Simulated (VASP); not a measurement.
Data:

```
InY3C
1.0
    4.86615     0.00000     0.00000
    0.00000     4.86615     0.00000
    0.00000     0.00000     4.86615
Y In C
3 1 1
Cartesian
  2.43307   0.00000   2.43307
  0.00000   2.43307   2.43307
  2.43307   2.43307   0.00000
  0.00000   0.00000   0.00000
  2.43307   2.43307   2.43307
```

These are PBEsol GGA with spin-orbit coupling, VASP's PBE PAW potentials (set 64) (plane waves; VASP) values and carry that method's errors. Numerical set-up: 520 eV cut-off, 6×6×6 Γ-centred mesh, Gaussian smearing of 0.050 eV, potentials Y_sv In_d C.

Q: Estimate the energy per atom (σ→0), band gap (over mesh and band path) with the smallest direct gap where there is one.

A: 
- band gap (over mesh and band path): none (metal, semimetal or under 0.01 eV)
- energy per atom (σ→0): -7.244 eV/atom

Only differences to runs with the same potentials and settings are physical.

The structure comes from a computed database's Y3InC entry (Pm-3m); how it stands against other phases isn't given here. It was relaxed first.
